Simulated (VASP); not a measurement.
```
CELL_PARAMETERS angstrom
      0.00000     2.86603     2.86603
      2.86603     0.00000     2.86603
      2.86603     2.86603     0.00000
ATOMIC_POSITIONS crystal
  Al 0.00000 0.00000 0.00000
  As 0.25000 0.25000 0.25000
```

Method: PBE GGA, VASP's PBE PAW potentials (set 64) (plane waves; VASP 6.6.1). Numerical set-up: 480 eV cut-off, 8×8×8 Γ-centred mesh, Gaussian smearing of 0.050 eV, potentials Al As.

Problem. Estimate the energy per atom (σ→0), band gap (on the k-mesh) with the smallest direct gap where there is one.

Solution. 
```
Item                                          Value
-----------------------------------  --------------
band gap (on the k-mesh)                    1.50 eV
smallest direct gap (on the k-mesh)         1.77 eV
energy per atom (σ→0)                -4.694 eV/atom
```

The compound is AlAs in the zinc blende structure. It was relaxed first.
